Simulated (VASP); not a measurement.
A VASP calculation is set up with these files.

INCAR:
```
ALGO  =  Normal
EDIFF  =  1E-6
EDIFFG  =  -0.02
ENCUT  =  620
IBRION  =  2
ISIF  =  3
ISMEAR  =  1
LASPH  =  .TRUE.
LCHARG  =  .FALSE.
LMAXMIX  =  6
LREAL  =  .FALSE.
LWAVE  =  .FALSE.
NELM  =  100
NSW  =  40
PREC  =  Accurate
PSTRESS  =  450
SIGMA  =  0.1
SYSTEM  =  TaC
```

**POSCAR**
```
TaC
1.0
  0.0000000000   2.1580258616   2.1580258616
  2.1580258616   0.0000000000   2.1580258616
  2.1580258616   2.1580258616   0.0000000000
Ta C
1 1
direct
  0.0000000000   0.0000000000   0.0000000000
  0.5000000000   0.5000000000   0.5000000000
```

### KPOINTS
```
Automatic mesh
0
Gamma
15 15 15
0 0 0
```

POTCAR, in this order: Ta_pv C (LDA.64 set). Program: vasp_std.

### Question
Translate this LDA calculation to Ansatz.

### Answer
One equivalent input (not run):
Ansatz 0.2 input:
```yaml
crystal:
  lattice:
    - [0.0000000, 2.1580259, 2.1580259]
    - [2.1580259, 0.0000000, 2.1580259]
    - [2.1580259, 2.1580259, 0.0000000]
  atoms:
    - { symbol: Ta, position: [0.0000000, 0.0000000, 0.0000000] }
    - { symbol: C, position: [0.5000000, 0.5000000, 0.5000000] }
kpoints:
  mp_grid: { grid: [15, 15, 15] }
hamiltonian:
  xc: lda
  pseudopotentials: { kind: paw }
scf:
  occupations: { method: methfessel_paxton, width: 0.1 }
  max_iter: 100
relax:
  max_steps: 40
  f_tol: 0.02
  cell: { p_target: 45 }
output: { forces: true, stress: true, eigenvalues: true }
```
The two are equivalent in intent, not identical: each code has its own PAW files, so the cut-off isn't converted (ENCUT is set for VASP's; basis.ecutwfc is left out, and Ansatz then takes the one that its files recommend); Ansatz stops its SCF on the density residual and VASP on the energy change (EDIFF); Ansatz's lda is the Perdew-Wang form, while the LDA potentials of VASP carry Perdew-Zunger's.

The compound is TaC in the rock salt structure. This run relaxes it under an external pressure of 45 GPa. Symmetry was kept, so distortions that lower it aren't found.
